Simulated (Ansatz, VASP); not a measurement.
# ZnS (Wurtzite-2H) in two plane-wave programs, part 3 of 3

One calculation is typed for both programs; each brings its own data sets. How far apart do they land? The cell is taken from a series of runs on this material, whose earlier steps may have relaxed, scaled, displaced or heated it; both programs get it as it stands.

VASP 6.6.1 and Ansatz 0.2.0.

So far: The structure; VASP: zone-centre phonons, PBE.

### Step 3. Ansatz: zone-centre phonons, PBE

Level of this step: Ansatz beside VASP: Kohn-Sham DFT, plane waves, PBE (Ansatz).

Ansatz runs on its PAW soft_1 files.

The same cell, functional and mesh now go to Ansatz, which takes its cutoff from its data sets.

input.yaml

```yaml
crystal:
  lattice:
    - [3.7916475188, 0.0, 0.0]
    - [-1.8958237594, 3.2836630735, 0.0]
    - [0.0, 0.0, 6.2257922133]
  atoms:
    - { symbol: S, position: [0.3333333333, 0.6666666667, 0.3795183635] }
    - { symbol: S, position: [0.6666666667, 0.3333333333, 0.8795183635] }
    - { symbol: Zn, position: [0.3333333333, 0.6666666667, 0.0054816365] }
    - { symbol: Zn, position: [0.6666666667, 0.3333333333, 0.5054816365] }
kpoints:
  mp_grid: { grid: [12, 12, 8] }
hamiltonian:
  xc: pbe
  pseudopotentials: { kind: paw, azcp: { folder: soft_1 } }
scf:
  occupations: { method: fixed }
output:
  eigenvalues: true
phonons:
  method: dfpt
  dielectric: true
  rigid_motions: translations
```

Command:

```
> ansatz run input.yaml --threads 8 --pin off --max-ram 16384MiB --backend cpu --events-out ev --progress --plain --runs-dir out
```

Numbers of over 12 decimals in the logs are rounded to 6 here.

The log of the run:

```text
Engine: ansatz 0.2.0, x86_64-unknown-linux-gnu
Pseudopotentials: kind: paw
Pseudopotential: S, paw, valence charge 6, recommended cutoff 420 eV (normal), soft_1/S.paw.azcp
Pseudopotential: Zn, paw, valence charge 12, recommended cutoff 420 eV (normal), soft_1/Zn.paw.azcp
Functional definition: PBE
  parameter kappa = 0.804
  parameter beta = 0.066725
  exchange = pbe_x(kappa = kappa, mu = beta*pi^2/3)
  correlation = pbe_c(beta = beta)
Crystal: 4 atoms, lattice volume = 77.514 Å³
Basis set: ecut = 420 eV, 1521 PW (Γ), exchange–correlation on 54×54×96 points (8 copies of the dense FFT grid, shifted against one another)
Bands: 22, of which v1, the nominal top of the filled ones, is band 18 counted from 1 (17 counted from 0)
Symmetry: 12 space group operations
k-points: 320 of 1152 (irreducible under 2 space group operations, time reversal used)
Non-local potential: S, projectors of the file, l = 0: 2, l = 1: 2, l = 2: 1
Non-local potential: Zn, projectors of the file, l = 0: 2, l = 1: 2, l = 2: 3, l = 3: 1
PAW form: soft (Blöchl's): semilocal exchange-correlation on the pseudo side does not see the compensation charge
PAW one-centre angular grid: S, 110 points (default); XC on 64 Gauss nodes
PAW one-centre angular grid: Zn, 590 points (default); XC on 64 Gauss nodes
Initial density: superposition of atomic densities (chi_scale 0.1, normalization cell, long waves kept (reshape's long-wave potential 0.00 eV rms))
Initial wavefunctions: pseudopotential atomic-orbital guess
Functional: x = pbe(κ = 0.804, μ = 0.219515), c = pbe(β = 0.066725)
SCF iter   1: F=—  HF=-8445.622573 eV  |F-HF|=—  |Δ(HF+E_count)|=         —  Δρ=4.13e-2  dr2=8.21e-1  ethr=3.10e-3  ⟨swp⟩=5.1  Hψ=34727  notcnv=0  defer=608
preconditioner: auto → Resta (q_TF=auto, 2.401 Å⁻¹)  ε∞=6.2  [insulator: Δε(μ)=2.456 eV  Ē_g=11.058 eV  n_scr=22 (ndim 8)  ℏωp=25.3 eV  f_vac=0.005  ε∞_Penn≈6.2]
SCF iter   2: F=—  HF=-8445.457646 eV  |F-HF|=—  |Δ(HF+E_count)|=   1.65e-1  Δρ=1.65e-2  dr2=1.80e-1  ethr=2.28e-3  ⟨swp⟩=2.0  Hψ=14527  notcnv=0  defer=634
SCF iter   3: F=—  HF=-8445.437270 eV  |F-HF|=—  |Δ(HF+E_count)|=   2.04e-2  Δρ=1.10e-2  dr2=6.14e-2  ethr=5.01e-4  ⟨swp⟩=2.0  Hψ=12803  notcnv=0  defer=637
SCF iter   4: F=—  HF=-8445.426985 eV  |F-HF|=—  |Δ(HF+E_count)|=   1.03e-2  Δρ=3.19e-3  dr2=5.61e-3  ethr=1.71e-4  ⟨swp⟩=2.0  Hψ=15363  notcnv=0  defer=637
SCF iter   5: F=—  HF=-8445.430317 eV  |F-HF|=—  |Δ(HF+E_count)|=   3.33e-3  Δρ=5.49e-4  dr2=2.99e-4  ethr=1.56e-5  ⟨swp⟩=3.1  Hψ=13285  notcnv=0  defer=637
SCF iter   6: F=—  HF=-8445.430849 eV  |F-HF|=—  |Δ(HF+E_count)|=   5.32e-4  Δρ=2.81e-4  dr2=6.96e-5  ethr=8.32e-7  ⟨swp⟩=2.1  Hψ=13060  notcnv=0  defer=637
SCF iter   7: F=—  HF=-8445.430956 eV  |F-HF|=—  |Δ(HF+E_count)|=   1.07e-4  Δρ=7.69e-5  dr2=1.97e-6  ethr=1.93e-7  ⟨swp⟩=2.0  Hψ=13299  notcnv=0  defer=632
SCF iter   8: F=—  HF=-8445.430960 eV  |F-HF|=—  |Δ(HF+E_count)|=   3.39e-6  Δρ=2.44e-5  dr2=3.01e-7  ethr=5.48e-9  ⟨swp⟩=2.0  Hψ=12023  notcnv=0  defer=30
SCF iter   9: F=—  HF=-8445.430960 eV  |F-HF|=—  |Δ(HF+E_count)|=   2.76e-7  Δρ=3.88e-6  dr2=1.03e-8  ethr=8.36e-10  ⟨swp⟩=2.0  Hψ=12474  notcnv=0  defer=33
SCF iter  10: F=—  HF=-8445.430960 eV  |F-HF|=—  |Δ(HF+E_count)|=   1.40e-8  Δρ=5.30e-7  dr2=2.50e-10  ethr=2.87e-11  ⟨swp⟩=2.0  Hψ=12800  notcnv=0  defer=35
SCF iter  11: F=-8445.430960 eV  HF=-8445.430960 eV  |F-HF|=2.36e-11  |Δ(HF+E_count)|=  2.40e-10  Δρ=1.53e-7  dr2=1.45e-11  ethr=1.00e-12  ⟨swp⟩=10.9  Hψ=54480  notcnv=0
SCF 1 converged in 11 iterations: F = -8445.430960 eV  dr2 = 1.45e-11
  greatest PAW one-centre occupation: 0.983 electrons in one spin orbital (limit 2), on the Zn atom at site 2 (counted from 0), in its partial waves of l = 2
DFPT response loops at Γ: preconditioner auto → Resta (q_TF=auto, 2.401 Å⁻¹)  ε∞=5.2 (no band partly filled); β = 1.00, the filter's whole step (`scf.mixing.beta` (0.50) is not read by the response loops at its default; to damp them type it under 1.00, their step now; it binds the ground state too); Broyden in place of MSR1
── the response to a field inside a basis, on 12×12×8 k-points: an SCF that follows is theirs, and a resumed run solves both again ──
Bands: 19, of which v1, the nominal top of the filled ones, is band 18 counted from 1 (17 counted from 0)
k-points: 168 of 1152 (irreducible under 4 space group operations, time reversal used)
Initial density: handed on by an earlier stage of this run
Initial wavefunctions: pseudopotential atomic-orbital guess (no wavefunctions were taken with the density)
Eigensolver: Dense (168 Hₖ)
SCF iter   1: F=—  HF=-8445.427632 eV  |F-HF|=—  |Δ(HF+E_count)|=         —  Δρ=1.62e-4  dr2=6.42e-6  ethr=1.00e-1
preconditioner: auto → Resta (q_TF=auto, 2.401 Å⁻¹)  ε∞=7.9  [insulator: Δε(μ)=2.480 eV  Ē_g=9.629 eV  n_scr=22 (ndim 8)  ℏωp=25.3 eV  f_vac=0.036  ε∞_Penn≈7.9]
SCF iter   2: F=—  HF=-8445.427634 eV  |F-HF|=—  |Δ(HF+E_count)|=   2.00e-6  Δρ=2.17e-4  dr2=1.67e-5  ethr=1.78e-8
SCF iter   3: F=—  HF=-8445.427634 eV  |F-HF|=—  |Δ(HF+E_count)|=   2.85e-7  Δρ=2.35e-5  dr2=8.68e-8  ethr=1.78e-8
SCF iter   4: F=-8445.427633 eV  HF=-8445.427633 eV  |F-HF|=7.82e-8  |Δ(HF+E_count)|=   1.33e-6  Δρ=1.11e-5  dr2=2.19e-8  ethr=2.41e-10
SCF 1 converged in 4 iterations: F = -8445.427633 eV  dr2 = 2.19e-8
  greatest PAW one-centre occupation: 0.983 electrons in one spin orbital (limit 2), on the Zn atom at site 3 (counted from 0), in its partial waves of l = 2
DFPT response loops at Γ: preconditioner auto → Resta (q_TF=auto, 2.401 Å⁻¹)  ε∞=4.9 (no band partly filled); β = 1.00, the filter's whole step (`scf.mixing.beta` (0.50) is not read by the response loops at its default; to damp them type it under 1.00, their step now; it binds the ground state too); Broyden in place of MSR1
SCF converged after 11 iterations
Free energy (F): -8445.430960 eV
Harris-Foulkes:  -8445.430960 eV  (|F-HF|=2.36e-11)
Internal energy: -8445.430960 eV  (E = F + TS)
E sigma→0 (E₀):  -8445.430960 eV
Fermi energy:    6.024942 eV
--- Per-component energies (eV) ---
  E_band       = 15.764292
  E_kinetic    = 507.802902
  E_local      = -4517.939947  (includes V_loc(G=0)·N_el)
  E_nonlocal   = 1709.355371
  E_hartree    = 1722.327007
  E_xc         = -335.319204
  E_vxc        = -268.286362  (∫ρ·V_xc dr)
  E_paw        = -5012.883785  (= ΣΔE_a)
  E_vpaw       = -859.820999  (= ΣTr[D̂ρ^β])
  E_aug_tail   = -0.000514  (compensation charges beyond the density's cutoff)
  E_ewald      = -2518.772790
  E_smearing   = -0.000000  (= −TS)
  E_closure    = -0.000000  (closes the sum)
  Σ components = -8445.430960   (vs F -8445.430960, Δ=0.00e0)
--- Band table (eV; the first three rows and the last of 320) ---
  k-point 0: bands = [... 14 lower, 5.1107, 5.9362, 6.0249, 6.0249, 8.2774, 9.1515, 12.3031, 12.3031]
  k-point 1: bands = [... 14 lower, 5.1426, 5.5811, 5.9867, 5.9867, 8.5937, 9.1910, 12.3249, 12.3249]
  k-point 2: bands = [... 14 lower, 5.2345, 5.2345, 5.8795, 5.8795, 9.1759, 9.3045, 12.2507, 12.3989]
  k-point 319: bands = [... 14 lower, 3.4326, 3.4326, 4.5261, 4.5261, 10.4903, 10.4903, 12.3536, 12.3536]
--- Phonons (Γ-DFPT): 4 representative perturbations + reference, on 320 of 1152 k-points (Σ response iterations 13) ---
  k mesh reduced under 2 symmetry operations, with k and −k counted as one. Each operation leaves every solved perturbation unchanged. A smaller set is not considered because the run solves the response to a homogeneous field
  ASR residual: 9.986e-5 → 0.000e0 eV/Å²; symmetrization residual: 2.996e-5 eV/Å²
  ASR residual per site (eV/Å²): 6.06e-5 6.06e-5 9.99e-5 9.99e-5
  Γ frequencies (cm⁻¹): 0.00 0.00 0.00 66.77 66.77 194.94 277.60 281.86 281.86 288.78 288.78 340.35
  ε∞ (high-frequency dielectric tensor):
        5.802506     0.000000     0.000000
        0.000000     5.802506     0.000000
        0.000000     0.000000     5.926742
  ε⁰ (static dielectric tensor: ions relaxed, cell fixed):
        8.497225    -0.000000     0.000000
       -0.000000     8.497225    -0.000000
        0.000000    -0.000000     9.016692
  ε⁰ − ε∞ (ionic part):
        2.694720    -0.000000     0.000000
       -0.000000     2.694720    -0.000000
        0.000000    -0.000000     3.089950
  softest optical mode at Γ: 66.77 cm⁻¹; the repairs (sum rule, projections) moved no ω² at Γ by more than (1.89 cm⁻¹)²
  Born effective charges Z* (e; rows j = field, columns β = displacement):
    site 0:
        -1.90453   -0.00000    0.00000
         0.00000   -1.90453    0.00000
         0.00000    0.00000   -2.00859
    site 1:
        -1.90453    0.00000    0.00000
        -0.00000   -1.90453    0.00000
        -0.00000   -0.00000   -2.00859
    site 2:
         1.90453    0.00000   -0.00000
        -0.00000    1.90453    0.00000
        -0.00000    0.00000    2.00859
    site 3:
         1.90453   -0.00000   -0.00000
         0.00000    1.90453   -0.00000
         0.00000   -0.00000    2.00859
  Z* charge neutrality: 5.938e-4 e pre-enforcement
  solved inside a basis spanned on kpoints, on 12×12×8 k-points, its susceptibility summed on 16×16×8: ε∞ is read to err by 1.8e-2, Z* by 1.3e-2 e (field_mesh: kpoints solves on kpoints); Z* is corrected for what the basis lacks
  optical modes at Γ without the LO–TO term, one row a degenerate level:
      ω (cm⁻¹)  modes    IR ((D/Å)²/amu)
         66.77      2             0.0000
        194.94      1             0.0000
        277.60      1             8.6538
[...]
optical modes at Γ + LO–TO along q̂ = [1.0000, 0.0000, 0.0000]:
      ω (cm⁻¹)  modes    IR ((D/Å)²/amu)
[...]
optical modes at Γ + LO–TO along q̂ = [0.0000, 1.0000, 0.0000]:
      ω (cm⁻¹)  modes    IR ((D/Å)²/amu)
[...]
340.35      1             0.0000
        341.09      1             7.7803
  optical modes at Γ + LO–TO along q̂ = [0.0000, 0.0000, 1.0000]:
      ω (cm⁻¹)  modes    IR ((D/Å)²/amu)
         66.77      2             0.0000
        194.94      1             0.0000
        281.86      2            15.5607
        288.78      2             0.0000
        340.35      1             0.0000
        342.40      1             8.6538
```

### Step 4. Side by side

Known differences besides the potentials themselves: fixed occupations in Ansatz, narrow Gaussian smearing in VASP; VASP's response is taken on the typed mesh, Ansatz refines its own for the field response alone; the cutoff is 420 eV in Ansatz and 500 eV in VASP. Total energies have different zeros and are not compared.

Compared:

| quantity | Ansatz | VASP | difference |
| --- | --- | --- | --- |
| ε∞ xx | 5.80 | 5.79 | +0.22 % |
| ε∞ yy | 5.80 | 5.79 | +0.22 % |
| ε∞ zz | 5.93 | 5.91 | +0.28 % |
| Born charge of S1 (mean of the diagonal) (e) | -1.94 | -1.96 | +0.02 |
| Born charge of Zn3 (mean of the diagonal) (e) | 1.94 | 1.96 | -0.02 |
| optical mode 1 to 2 (cm⁻¹) | 66.8 | 65.2 | +2.46 % |
| optical mode 3 (cm⁻¹) | 194.9 | 196.1 | -0.60 % |
| optical mode 4 (cm⁻¹) | 277.6 | 278.9 | -0.46 % |
| optical mode 5 to 6 (cm⁻¹) | 281.9 | 282.7 | -0.28 % |
| optical mode 7 to 8 (cm⁻¹) | 288.8 | 289.6 | -0.29 % |
| optical mode 9 (cm⁻¹) | 340.4 | 341.1 | -0.22 % |

Modes are paired by rising frequency, not by their patterns, so a pair may set unlike modes beside each other; they are those without the splitting of longitudinal modes.

### Step 5. Results

```yaml
r_m_s_difference_of_the_optical_zone_centre_modes_each_program_s_sorted_by_frequency_zone_centre_phonons_pbe: 1.1 cm⁻¹
difference_in_optical_mode_1_to_2_zone_centre_phonons_pbe: +2.5 %
```

The r.m.s. difference of the optical zone-centre modes, each program's sorted by frequency is 1.1 cm⁻¹ (zone-centre phonons, PBE). Among the rows given in per cent, the largest difference of the zone-centre phonons, PBE pair is in optical mode 1 to 2, +2.5 %. Such differences can come from data sets, numerical settings and the points named under the comparisons, not from the functional's error against experiment.

[Lines on the potential files, build, host, timing and source positions are cut from VASP's logs without a mark.]

[Logs are printed without paths, hosts, clocks, repeated set-up lines and the standing remarks that a program may print on its own settings, such as how far it seeks lower states.]

[Hosts, paths, dates, database ids (printed as entryN), source tags and the programs' standing remarks are cut or masked in the printed files.]
